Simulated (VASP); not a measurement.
Consider the following.

```yaml
crystal:
  lattice:
    - [3.21959, 0.00000, 0.00000]
    - [0.00000, 3.21959, 0.00000]
    - [0.00000, 0.00000, 3.21959]
  atoms:
    - { symbol: In, position: [0.50000, 0.50000, 0.50000] }
    - { symbol: Pd, position: [0.00000, 0.00000, 0.00000] }
```

Calculation: LDA (Ceperley-Alder, Perdew-Zunger), VASP's LDA PAW potentials (set 64) (plane waves; VASP). Settings: 520 eV cut-off, 13×13×13 Γ-centred mesh, tetrahedra with Blöchl corrections, potentials In_d Pd.

Unless said otherwise, spin-orbit coupling is left out, though it shifts the bands of the heavy elements here.

Q: Predict the energy per atom (σ→0), band gap (on the k-mesh) with the smallest direct gap where there is one.

A: 
```
Property                                                     Value
------------------------  ----------------------------------------
band gap (on the k-mesh)  none (metal, semimetal or under 0.01 eV)
energy per atom (σ→0)                               -5.400 eV/atom
```

The compound is PdIn in the CsCl type structure. It was relaxed first. The electron count is odd and the run is not spin-polarised, which forces a metal.
